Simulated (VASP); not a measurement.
A run of VASP 6.6.1:

The input POSCAR:

```
Ta3AsAu2O13
1.0
    6.8006700000     -1.9216300000     -0.0262100000
    6.8006700000      1.9216300000     -0.0262100000
   -1.7222500000      0.0000000000     10.3728800000
Ta As Au O
3 1 2 13
Direct
    0.2983200000      0.2983200000      0.6304200000
    0.3583800000      0.3583800000      0.0038600000
    0.6415300000      0.6415300000      0.9984100000
    0.7021000000      0.7021000000      0.3624900000
    0.6017600000      0.6017600000      0.6318100000
    0.3998900000      0.3998900000      0.3657700000
    0.3425700000      0.3425700000      0.8055700000
    0.4163800000      0.4163800000      0.5563500000
    0.7815900000      0.7815900000      0.5938900000
    0.6595800000      0.6595800000      0.2007100000
    0.5909500000      0.5909500000      0.4348600000
    0.2189700000      0.2189700000      0.4115600000
    0.6154600000      0.6154600000      0.8221400000
    0.1440000000      0.1440000000      0.6409700000
    0.3830000000      0.3830000000      0.1794700000
    0.8449800000      0.8449800000      0.3582500000
    0.5005000000      0.5005000000      0.0025800000
    0.8126900000      0.8126900000      0.9923200000
    0.1873700000      0.1873700000      0.0085600000
```

Contents of INCAR.step1:

```
ALGO = Normal
EDIFF = 1E-7
ENCUT = 520
GGA = PE
GGA_COMPAT = F
ISIF = 2
ISMEAR = -1
KPAR = 4
LASPH = T
LCHARG = T
LMAXMIX = 4
LNONCOLLINEAR = T
LORBIT = 11
LREAL = F
LSORBIT = T
LWAVE = F
MAGMOM = 0 0 0 0 0 0 0 0 0 0 0 0 0 0 0 0 0 0 0 0 0 0 0 0 0 0 0 0 0 0 0 0 0 0 0 0 0 0 0 0 0 0 0 0 0 0 0 0 0 0 0 0 0 0 0 0 0
NBANDS = 167
NELM = 80
PREC = Accurate
SIGMA = 0.05
```

KPOINTS.step1

```
k-points
0
Gamma
  7 7 3
```

Contents of INCAR.step2:

```
ALGO = Normal
EDIFF = 1E-7
ENCUT = 520
GGA = PE
GGA_COMPAT = F
ICHARG = 11
ISIF = 2
ISMEAR = 0
KPAR = 4
LASPH = T
LCHARG = F
LMAXMIX = 4
LNONCOLLINEAR = T
LORBIT = 11
LREAL = F
LSORBIT = T
LWAVE = F
MAGMOM = 0 0 0 0 0 0 0 0 0 0 0 0 0 0 0 0 0 0 0 0 0 0 0 0 0 0 0 0 0 0 0 0 0 0 0 0 0 0 0 0 0 0 0 0 0 0 0 0 0 0 0 0 0 0 0 0 0
NBANDS = 167
NELM = 80
PREC = Accurate
SIGMA = 0.05
```

File KPOINTS.step2:

```
path GYFLI,I1ZF1,YX1,XGN,MG
15
line-mode
reciprocal
 0.0000000000  0.0000000000  0.0000000000  G
 0.5000000000  0.5000000000 -1.0000000000  Y

 0.5000000000  0.5000000000 -1.0000000000  Y
 0.2224387289  0.2224387289 -1.2985169941  F

 0.2224387289  0.2224387289 -1.2985169941  F
 0.5000000000  0.5000000000 -0.5000000000  L

 0.5000000000  0.5000000000 -0.5000000000  L
 0.7339149697  0.2660850303 -0.5000000000  I

 0.2660850303 -0.2660850303  0.5000000000  I1
 0.0000000000  0.0000000000  0.5000000000  Z

 0.0000000000  0.0000000000  0.5000000000  Z
 0.7775612711  0.7775612711  0.2985169941  F1

 0.5000000000  0.5000000000 -1.0000000000  Y
 0.7040032292  0.2959967708 -1.0000000000  X1

 0.2959967708 -0.2959967708  0.0000000000  X
 0.0000000000  0.0000000000  0.0000000000  G

 0.0000000000  0.0000000000  0.0000000000  G
 0.5000000000  0.0000000000 -0.5000000000  N

 0.5000000000  0.0000000000  0.0000000000  M
 0.0000000000  0.0000000000  0.0000000000  G
```

Potentials or basis: VASP PAW PBE potentials, release 64 (Ta_pv, As, Au, O).

Command:

```sh
$ cat potpaw_PBE.64/Ta_pv/POTCAR potpaw_PBE.64/As/POTCAR potpaw_PBE.64/Au/POTCAR potpaw_PBE.64/O/POTCAR > POTCAR
$ cp INCAR.step1 INCAR
$ cp KPOINTS.step1 KPOINTS
$ mpirun -np 4 vasp_ncl > vasp.out
$ cp INCAR.step2 INCAR
$ cp KPOINTS.step2 KPOINTS
$ mpirun -np 4 vasp_ncl > vasp.out
```

Hardware: 4 MPI ranks on Intel(R) Xeon(R) 6975P-C (Granite Rapids), on a shared host.

**Question.** Estimate the wall time of this run.

**Answer.** Run time: 2.1 h on 4 MPI ranks on Intel(R) Xeon(R) 6975P-C (Granite Rapids), with other jobs on the host, peak memory 7.4 GiB a rank. Counts: scf iterations 10, k points 150.
